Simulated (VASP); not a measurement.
OSZICAR of a VASP run on Zr (hcp):

File OSZICAR:
```
       N       E                     dE             d eps       ncg     rms          rms(c)
DAV:   1     0.219808167348E+03    0.21981E+03   -0.13723E+04  2688   0.150E+03
DAV:   2    -0.268584690371E+01   -0.22249E+03   -0.22036E+03  3328   0.414E+02
DAV:   3    -0.173948406534E+02   -0.14709E+02   -0.14522E+02  5128   0.802E+01
DAV:   4    -0.176547732827E+02   -0.25993E+00   -0.25971E+00  2872   0.121E+01
DAV:   5    -0.176626759782E+02   -0.79027E-02   -0.79026E-02  4336   0.138E+00    0.155E+01
DAV:   6    -0.171078945641E+02    0.55478E+00   -0.88542E-01  2784   0.850E+00    0.626E+00
DAV:   7    -0.170030603850E+02    0.10483E+00   -0.60616E-01  3944   0.612E+00    0.113E+00
DAV:   8    -0.170094376400E+02   -0.63773E-02   -0.38658E-02  3448   0.173E+00    0.286E-01
DAV:   9    -0.170096965081E+02   -0.25887E-03   -0.16759E-03  3424   0.444E-01    0.363E-02
DAV:  10    -0.170096519116E+02    0.44596E-04   -0.44032E-05  3968   0.465E-02    0.222E-02
DAV:  11    -0.170096534293E+02   -0.15176E-05   -0.10413E-05  3032   0.419E-02    0.379E-03
DAV:  12    -0.170096532593E+02    0.16997E-06   -0.34599E-07  2984   0.445E-03    0.254E-03
DAV:  13    -0.170096529842E+02    0.27509E-06   -0.45642E-08  1928   0.221E-03    0.976E-04
DAV:  14    -0.170096529344E+02    0.49807E-07   -0.15992E-08  1808   0.153E-03
   1 F= -.17435720E+02 E0= -.17435525E+02  d E =-.174357E+02
       N       E                     dE             d eps       ncg     rms          rms(c)
DAV:   1    -0.170102499903E+02   -0.59701E-03   -0.33857E-02  2736   0.173E+00    0.129E-01
DAV:   2    -0.170098561719E+02    0.39382E-03   -0.10113E-03  3120   0.257E-01    0.609E-02
DAV:   3    -0.170097436534E+02    0.11252E-03   -0.44401E-04  3744   0.155E-01    0.102E-02
DAV:   4    -0.170097447020E+02   -0.10486E-05   -0.67021E-06  2976   0.256E-02    0.482E-03
DAV:   5    -0.170097447171E+02   -0.15084E-07   -0.44886E-07  3392   0.644E-03
   2 F= -.17435813E+02 E0= -.17435648E+02  d E =-.930365E-04
       N       E                     dE             d eps       ncg     rms          rms(c)
DAV:   1    -0.170099226182E+02   -0.17792E-03   -0.10833E-02  2736   0.979E-01    0.730E-02
DAV:   2    -0.170097964801E+02    0.12614E-03   -0.32336E-04  3144   0.145E-01    0.345E-02
DAV:   3    -0.170097603951E+02    0.36085E-04   -0.14264E-04  3704   0.876E-02    0.575E-03
DAV:   4    -0.170097607892E+02   -0.39414E-06   -0.21835E-06  3048   0.145E-02    0.272E-03
DAV:   5    -0.170097607347E+02    0.54582E-07   -0.13629E-07  2304   0.366E-03
   3 F= -.17435829E+02 E0= -.17435681E+02  d E =-.109075E-03
```

Which electronic solver shows in the log?

It is blocked Davidson (ALGO = Normal, or the opening steps of other solvers). The INCAR had ALGO = Normal.

Can the final energy be trusted as converged?

The run converged. It stopped with EDIFF = 1E-7, NELM = 100, NSW = 30 and EDIFFG = -0.01 after 3 ionic steps (PBE GGA with D4 dispersion, plane waves, VASP's PBE PAW potentials (set 64)).

The compound is Zr in the hcp structure. This cell is one point of a volume scan, at 0.97 of the reference volume. Symmetry was kept, so distortions that lower it aren't found.
